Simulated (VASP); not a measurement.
The cell holds one Cd (hcp) (0 0 0 1) slab, with vacuum along c, ions free to move until forces fall under 0.03 eV/Å, no reconstruction beyond this cell, dipole correction on.

Input:

```
Cd
1.0
    2.99157     0.00000     0.00000
   -1.49578     2.59077     0.00000
    0.00000     0.00000    26.28086
Cd
4
Direct
  0.66667   0.33333   0.44744
  0.33333   0.66667   0.33875
  0.66667   0.33333   0.66125
  0.33333   0.66667   0.55256
```

These are r2SCAN meta-GGA, VASP's PBE PAW potentials (set 64) (plane waves; VASP 6.6.1) values and carry that method's errors. Settings: 400 eV cut-off, 11×11×1 Γ-centred mesh, first-order Methfessel-Paxton smearing of 0.10 eV, potentials Cd.

Slab and bulk use different k-meshes, so the surface energy is good to a few per cent at best.

Question: Predict its surface energy, work function, band gap (on the k-mesh).

Answer: 
The surface energy comes out as 0.28 J/m² and the work function is 4.03 eV. The band gap (on the k-mesh) is none (metal, semimetal or under 0.01 eV).

The cell is a thin slab with vacuum, built from Cd (hcp): (001) face.
